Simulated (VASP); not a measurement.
**MnAl15N16 (a cell with a defect): single point with PBEsol+U**

MnAl15N16 (a cell with a defect):

```
CELL_PARAMETERS angstrom
6.22000 0.00000 0.00000
-3.11000 5.38668 0.00000
0.00000 0.00000 9.96000
ATOMIC_POSITIONS crystal
Mn 0.33333 0.16667 0.00000
Al 0.33333 0.16667 0.50000
Al 0.33333 0.66667 0.00000
Al 0.33333 0.66667 0.50000
Al 0.83333 0.16667 0.00000
Al 0.83333 0.16667 0.50000
Al 0.83333 0.66667 0.00000
Al 0.83333 0.66667 0.50000
Al 0.16667 0.33333 0.25000
Al 0.16667 0.33333 0.75000
Al 0.16667 0.83333 0.25000
Al 0.16667 0.83333 0.75000
Al 0.66667 0.33333 0.25000
Al 0.66667 0.33333 0.75000
Al 0.66667 0.83333 0.25000
Al 0.66667 0.83333 0.75000
N 0.33333 0.16667 0.19100
N 0.33333 0.16667 0.69100
N 0.33333 0.66667 0.19100
N 0.33333 0.66667 0.69100
N 0.83333 0.16667 0.19100
N 0.83333 0.16667 0.69100
N 0.83333 0.66667 0.19100
N 0.83333 0.66667 0.69100
N 0.16667 0.33333 0.44100
N 0.16667 0.33333 0.94100
N 0.16667 0.83333 0.44100
N 0.16667 0.83333 0.94100
N 0.66667 0.33333 0.44100
N 0.66667 0.33333 0.94100
N 0.66667 0.83333 0.44100
N 0.66667 0.83333 0.94100
```

* Program: VASP 6.6.1
* Task: single point
* Functional: PBEsol
* Potentials or basis: VASP PAW PBE potentials, release 64 (Mn_pv, Al, N)
* Cutoff: 450 eV
* k mesh: 3 × 3 × 2
* Occupations: gaussian, width 0.03 eV
* Spin: collinear spin, ferromagnetic start
* Fixed moment: 4 μB
* Hubbard terms: Mn d U = 3.5 eV

- Largest force: 1.900 eV/Å
- Net moment: 4.00 μB per cell
- Site moments: Mn +3.68; Al +0.00, +0.01; N -0.06, +0.00, -0.00 μB
- Valence electrons inside the program's atomic spheres: Mn 11.86; Al 0.81; N 3.81, 3.84, 3.82

Forces in eV/Å, atoms in the order of the input:
```
Mn   0.000  0.000  0.310
Al   0.000  0.000  0.098
Al  -0.002 -0.001 -0.072
Al   0.044  0.026  0.026
Al   0.000  0.002 -0.072
Al   0.000 -0.051  0.026
Al   0.002 -0.001 -0.072
Al  -0.044  0.026  0.026
Al  -0.237  0.137 -0.083
Al  -0.026  0.015  0.101
Al   0.000 -0.273 -0.083
Al   0.000 -0.030  0.101
Al   0.237  0.137 -0.083
Al   0.026  0.015  0.101
Al   0.000  0.000 -0.053
Al   0.000  0.000  0.106
N    0.000  0.000  0.980
N    0.000  0.000 -0.094
N   -0.014 -0.008  0.078
N    0.010  0.005 -0.084
N    0.000  0.016  0.078
N    0.000 -0.011 -0.084
N    0.014 -0.008  0.078
N   -0.010  0.005 -0.084
N    0.049 -0.029 -0.051
N   -1.618  0.934 -0.346
N    0.000  0.057 -0.051
N    0.000 -1.868 -0.346
N   -0.049 -0.029 -0.051
N    1.618  0.934 -0.346
N    0.000  0.000 -0.004
N    0.000  0.000 -0.049
```

Eigenvalues of the final occupation matrices:
```tsv
site	spin	trace	eigenvalues
site 1 d	1	4.33	0.62 0.91 0.91 0.95 0.95
site 1 d	2	0.73	0.07 0.07 0.19 0.19 0.21
```

Run time: 29 min on 1 thread of Intel(R) Xeon(R) Platinum 8488C (Sapphire Rapids) (shared host), peak memory 0.62 GiB.

Caveat: the k mesh is coarse (spacing up to 0.39 Å⁻¹), so the values aren't converged; the PAW data sets were made with another functional, which shifts forces and pressure a little; the total moment is fixed, so each spin has its own Fermi level; only a ferromagnetic start was run, and an antiferromagnetic order may lie lower in energy. The state reached can hang on the start; a lower one may exist.
